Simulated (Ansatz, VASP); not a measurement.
# NiO2 in two plane-wave programs, part 3 of 3

Wanted: the spread between two codes on one cell, functional and k mesh. The cell is taken from a series of runs on this material, whose earlier steps may have relaxed, scaled, displaced or heated it; both programs get it as it stands.

VASP 6.6.1 and Ansatz 0.2.0.

So far: The starting structure; Ansatz: zone-centre phonons, LDA; VASP: zone-centre phonons, LDA.

### Step 3. VASP: zone-centre phonons, LDA (continued)

Level of this step: LDA, no spin polarisation; plane waves and PAW (Ni, O) (VASP).

Numbers of over 12 decimals in the logs are rounded to 6 here.

Parts of OUTCAR (step 3):

```text
ion  position               nearest neighbor table
   1  0.000  0.000  0.000-   2 1.84   3 1.84   2 1.84   2 1.84   3 1.84   3 1.84
   2  0.601  0.601  0.601-   1 1.84   1 1.84   1 1.84
   3  0.399  0.399  0.399-   1 1.84   1 1.84   1 1.84

  LATTYP: Found a trigonal (rhomboedric) cell.
 ALAT       =     4.9713044464
 COS(alpha) =     0.8461391320

 Subroutine GETGRP returns: Found 12 space group operations
 (whereof 12 operations were pure point group operations)

The static configuration has the point symmetry D_3d.

 Found    189 irreducible k-points:

   k-points           NKPTS =    189   k-points in BZ     NKDIM =    189   number of bands    NBANDS=     17

   dimension x,y,z NGX =    40 NGY =   40 NGZ =   40
   dimension x,y,z NGXF=    80 NGYF=   80 NGZF=   80

   ENCUT  =  600.0 eV  44.10 Ry    6.64 a.u.   9.93  9.93  9.93*2*pi/ulx,y,z

   NELECT =      22.0000    total number of electrons

 k-points in reciprocal lattice and weights: Automatic mesh
   0.00000000  0.00000000  0.00000000       0.001
   0.08333333  0.00000000  0.00000000       0.003
   0.16666667  0.00000000  0.00000000       0.003
   0.25000000  0.00000000  0.00000000       0.003
   0.33333333 -0.00000000 -0.00000000       0.003
   0.41666667 -0.00000000  0.00000000       0.003
   0.50000000  0.00000000  0.00000000       0.002
   0.08333333  0.08333333  0.00000000       0.003
   0.16666667  0.08333333  0.00000000       0.007
[...]
-0.41666667  0.50000000  0.41666667       0.003
   0.50000000  0.50000000  0.50000000       0.001

 average (electrostatic) potential at core
       1 -89.5913       2 -73.5614       3 -73.5614

  Total        0.1983365      0.1983365      0.0668259      0.0000000      0.0000000      0.0000000
  in kB       10.2450491     10.2450491      3.4518836      0.0000000      0.0000002      0.0000000
  external PRESSURE =       7.9806606 kB  Pullay stress =       0.0000000 kB

  energy-cutoff  :      600.00
  volume of cell :       31.02
      direct lattice vectors                 reciprocal lattice vectors
     1.378857709  0.796083757  4.709444762     0.362618997  0.209358174  0.070779758
    -1.378857709  0.796083757  4.709444762    -0.362618997  0.209358174  0.070779758
     0.000000000 -1.592167852  4.709444705     0.000000000 -0.418716353  0.070779742

 POSITION                                       TOTAL-FORCE (eV/Angst)
 -----------------------------------------------------------------------------------
      0.00000      0.00000      0.00000         0.000000      0.000000      0.000000
      0.00000     -0.00000      8.49736        -0.000000      0.000000     -0.090958
      0.00000     -0.00000      5.63098        -0.000000     -0.000000      0.090958
 -----------------------------------------------------------------------------------
    total drift:                               -0.000000     -0.000000     -0.000000

 MACROSCOPIC STATIC DIELECTRIC TENSOR (including local field effects in DFT)
 ------------------------------------------------------
          14.753870     0.000000     0.000000
           0.000000    14.753870     0.000000
           0.000000     0.000000     4.124364
 ------------------------------------------------------

 PIEZOELECTRIC TENSOR (including local field effects)  for field in x, y, z        (C/m^2)
          XX          YY          ZZ          XY          YZ          ZX
  --------------------------------------------------------------------------------
  x     0.00000     0.00000     0.00000     0.00000     0.00000     0.00000
  y     0.00000     0.00000     0.00000     0.00000     0.00000     0.00000
  z     0.00000     0.00000     0.00000     0.00000     0.00000     0.00000

 BORN EFFECTIVE CHARGES (including local field effects) (in |e|, cummulative output)
 ---------------------------------------------------------------------------------
 ion    1
    1     3.64425     0.00000     0.00000
    2     0.00000     3.64425     0.00000
    3     0.00000     0.00000     0.34522
 ion    2
    1    -1.82212     0.00000     0.00000
    2     0.00000    -1.82212    -0.00000
    3    -0.00000    -0.00000    -0.17261
 ion    3
    1    -1.82212     0.00000     0.00000
    2     0.00000    -1.82212    -0.00000
    3    -0.00000    -0.00000    -0.17261

 Eigenvectors and eigenvalues of the dynamical matrix
 ----------------------------------------------------

   1 f  =   19.946801 THz   125.329444 2PiTHz  665.353647 cm-1    82.493301 meV
             X         Y         Z           dx          dy          dz
      0.000000  0.000000  0.000000     0.000000    0.000000   -0.593890
      0.000000 -0.000000  8.497358    -0.000000   -0.000000    0.568900
      0.000000 -0.000000  5.630976    -0.000000   -0.000000    0.568900

   2 f  =   18.155326 THz   114.073275 2PiTHz  605.596477 cm-1    75.084360 meV
             X         Y         Z           dx          dy          dz
      0.000000  0.000000  0.000000    -0.000005    0.594039    0.000000
      0.000000 -0.000000  8.497358     0.000004   -0.568822   -0.000000
      0.000000 -0.000000  5.630976     0.000004   -0.568822   -0.000000

   3 f  =   18.155326 THz   114.073275 2PiTHz  605.596477 cm-1    75.084360 meV
             X         Y         Z           dx          dy          dz
      0.000000  0.000000  0.000000    -0.594039   -0.000005   -0.000000
      0.000000 -0.000000  8.497358     0.568822    0.000004    0.000000
      0.000000 -0.000000  5.630976     0.568822    0.000004    0.000000

   4 f  =   17.616444 THz   110.687381 2PiTHz  587.621313 cm-1    72.855725 meV
             X         Y         Z           dx          dy          dz
      0.000000  0.000000  0.000000    -0.000000   -0.000000    0.000000
      0.000000 -0.000000  8.497358     0.000000   -0.000000    0.707107
      0.000000 -0.000000  5.630976     0.000000    0.000000   -0.707107

   5 f  =   15.469859 THz    97.199991 2PiTHz  516.018955 cm-1    63.978168 meV
             X         Y         Z           dx          dy          dz
      0.000000  0.000000  0.000000    -0.000000   -0.000000    0.000000
      0.000000 -0.000000  8.497358     0.000006   -0.707107   -0.000000
      0.000000 -0.000000  5.630976    -0.000006    0.707107    0.000000

   6 f  =   15.469859 THz    97.199991 2PiTHz  516.018955 cm-1    63.978168 meV
             X         Y         Z           dx          dy          dz
      0.000000  0.000000  0.000000    -0.000000    0.000000    0.000000
      0.000000 -0.000000  8.497358     0.707107    0.000006    0.000000
      0.000000 -0.000000  5.630976    -0.707107   -0.000006   -0.000000

   7 f/i=    0.000610 THz     0.003835 2PiTHz    0.020361 cm-1     0.002525 meV
             X         Y         Z           dx          dy          dz
      0.000000  0.000000  0.000000    -0.743097    0.308097    0.000000
      0.000000 -0.000000  8.497358    -0.388020    0.160878    0.000000
      0.000000 -0.000000  5.630976    -0.388020    0.160878    0.000000

   8 f/i=    0.000610 THz     0.003835 2PiTHz    0.020361 cm-1     0.002525 meV
             X         Y         Z           dx          dy          dz
      0.000000  0.000000  0.000000     0.308097    0.743097    0.000000
      0.000000 -0.000000  8.497358     0.160878    0.388020    0.000000
      0.000000 -0.000000  5.630976     0.160878    0.388020    0.000000

   9 f/i=    0.003015 THz     0.018945 2PiTHz    0.100577 cm-1     0.012470 meV
             X         Y         Z           dx          dy          dz
      0.000000  0.000000  0.000000     0.000000   -0.000000    0.804546
      0.000000 -0.000000  8.497358     0.000000   -0.000000    0.419944
      0.000000 -0.000000  5.630976     0.000000   -0.000000    0.419944

 MACROSCOPIC STATIC DIELECTRIC TENSOR IONIC CONTRIBUTION
 ------------------------------------------------------
           2.773975    -0.000000    -0.000000
          -0.000000     2.773975     0.000000
          -0.000000     0.000000     0.020628
 ------------------------------------------------------

 ELASTIC MODULI CONTR FROM IONIC RELAXATION (kBar)
 Direction    XX          YY          ZZ          XY          YZ          ZX
 --------------------------------------------------------------------------------
 XX       -1170.9764   -714.5235  -1251.4660     -0.0000    560.3192      0.0000
 YY        -714.5235  -1170.9764  -1251.4661      0.0000   -560.3192     -0.0000
 ZZ       -1251.4660  -1251.4661  -1661.2754      0.0000     -0.0001     -0.0000
 XY          -0.0000      0.0000      0.0000   -228.2265      0.0000    567.0946
 YZ         560.3192   -560.3192     -0.0001      0.0000  -1375.6405     -0.0000
 ZX           0.0000     -0.0000     -0.0000    567.0946     -0.0000  -1409.1100
 --------------------------------------------------------------------------------

 PIEZOELECTRIC TENSOR IONIC CONTR  for field in x, y, z        (C/m^2)
          XX          YY          ZZ          XY          YZ          ZX
  --------------------------------------------------------------------------------
  x     0.00000     0.00000     0.00000    -0.00000     0.00000     0.00000
  y    -0.00000     0.00000    -0.00000     0.00000     0.00000    -0.00000
  z     0.00000     0.00000     0.00000    -0.00000    -0.00000     0.00000
```

The dielectric response converges more slowly with the mesh than energies do, so tensor and charges may still move on a finer one.

### Step 4. Side by side

Known differences besides the potentials themselves: the two LDA forms differ slightly; fixed occupations in Ansatz, narrow Gaussian smearing in VASP; VASP's response is taken on the typed mesh, Ansatz refines its own for the field response alone; the data sets hold 30 valence electrons in Ansatz (on its PAW soft_1 files) and 22 in VASP; the cutoff is 420 eV in Ansatz and 600 eV in VASP; VASP's log shows a relativistic correction to its local exchange, Ansatz's none. Total energies have different zeros and are not compared.

Both answers:

```csv
quantity,Ansatz,VASP,difference
ε∞ xx,14.27,14.75,-3.27 %
ε∞ yy,14.27,14.75,-3.27 %
ε∞ zz,4.00,4.12,-3.00 %
Born charge of Ni1 (mean of the diagonal) (e),2.57,2.54,+0.03
Born charge of O2 (mean of the diagonal) (e),-1.29,-1.27,-0.01
optical mode 1 to 2 (cm⁻¹),510.5,516.0,-1.08 %
optical mode 3 (cm⁻¹),586.6,587.6,-0.18 %
optical mode 4 to 5 (cm⁻¹),596.3,605.6,-1.54 %
optical mode 6 (cm⁻¹),664.9,665.4,-0.07 %
```

Modes are paired by rising frequency, not by their patterns, so a pair may set unlike modes beside each other; they are those without the splitting of longitudinal modes.

### Step 5. Outcome

| Item | Value |
| --- | --- |
| r.m.s. difference of the optical zone-centre modes, each program's sorted by frequency (zone-centre phonons, LDA) | 6.3 cm⁻¹ |
| difference in ε∞ xx (zone-centre phonons, LDA) | -3.3 % |

In words: The r.m.s. difference of the optical zone-centre modes, each program's sorted by frequency is 6.3 cm⁻¹ (zone-centre phonons, LDA). The data sets hold unlike numbers of valence electrons (30 in Ansatz and 22 in VASP), so part of the differences comes from the potentials. Among the rows given in per cent, the largest difference of the zone-centre phonons, LDA pair is in ε∞ xx, -3.3 %. How closely two codes agree says nothing of how well the functional describes the real material.

[Lines on the potential files, build, host, timing and source positions are cut from VASP's logs without a mark.]

[Logs are printed without paths, hosts, clocks, repeated set-up lines and the standing remarks that a program may print on its own settings, such as how far it seeks lower states.]

[Hosts, paths, dates, database ids (printed as entryN), source tags and the programs' standing remarks are cut or masked in the printed files.]
